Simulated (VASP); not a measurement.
Given:

```xyz
2
Lattice="0.0000 2.4400 2.4400 2.4400 0.0000 2.4400 2.4400 2.4400 0.0000" Properties=species:S:1:pos:R:3 pbc="T T T"
Na     0.0000     0.0000     0.0000
H      2.4400     2.4400     2.4400
```

Level of theory: PBE GGA, VASP's PBE PAW potentials (set 64) (plane waves; VASP 6.6.1). Run with 300 eV cut-off, 6×6×6 Γ-centred mesh, Fermi-Dirac smearing of 0.050 eV, potentials Na_pv H.

Q: Give the energies of bands 4 to 7 at the high-symmetry points, in eV from the valence-band maximum.

A: 
```tsv
band	Γ	X	U	L	W
4	-3.54	-0.17	-0.11	-0.84	0.00
5	10.19	4.57	5.26	3.70	5.95
6	15.38	9.91	6.25	10.59	5.95
7	15.38	10.49	11.07	13.19	8.19
```

The gap is indirect, 3.70 eV, from the valence maximum at W to the conduction minimum at L.

The structure is a typed NaH crystal (Fm-3m). The cell was not relaxed at this level.
